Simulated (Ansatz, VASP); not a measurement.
YRh in VASP and in Ansatz

```
Y Rh
1.0
     3.40700    0.00000    0.00000
     0.00000    3.40700    0.00000
     0.00000    0.00000    3.40700
Y Rh
1 1
Direct
  0.50000 0.50000 0.50000
  0.00000 0.00000 0.00000
```

Alike in both runs: task relaxation of cell and atoms; functional LDA; k mesh 12 × 12 × 12; occupations gaussian, width 0.1 eV; no spin polarisation.

```csv
,VASP,Ansatz
version,VASP 6.6.1,Ansatz 0.2.0
potentials or method,"VASP PAW LDA potentials, release 64 (Y_sv, Rh_pv)","scalar-relativistic, plane waves, PAW"
plane-wave cutoff (eV),600,420
valence electrons in the cell,26,28
```

|  | VASP | Ansatz | Ansatz less VASP |
| --- | --- | --- | --- |
| gap on the k mesh at the Fermi level, each at its own relaxed structure (eV) | none | none | - |
| relaxed volume (Å³/atom) | 18.83 | 18.82 | -0.013 |
| relaxed cell length with the largest relative difference (Å) | 3.352 | 3.351 | -0.0008 |
| energy change over the relaxation (meV/atom) | -18 | -18 | -0.5 |

A gap of «none» marks a metal or a gap that the smearing closes. The two sets of potentials don't hold the same shells in valence.

LDA usually gives volumes a few per cent too small. Zero-point motion and thermal expansion aren't in these numbers.
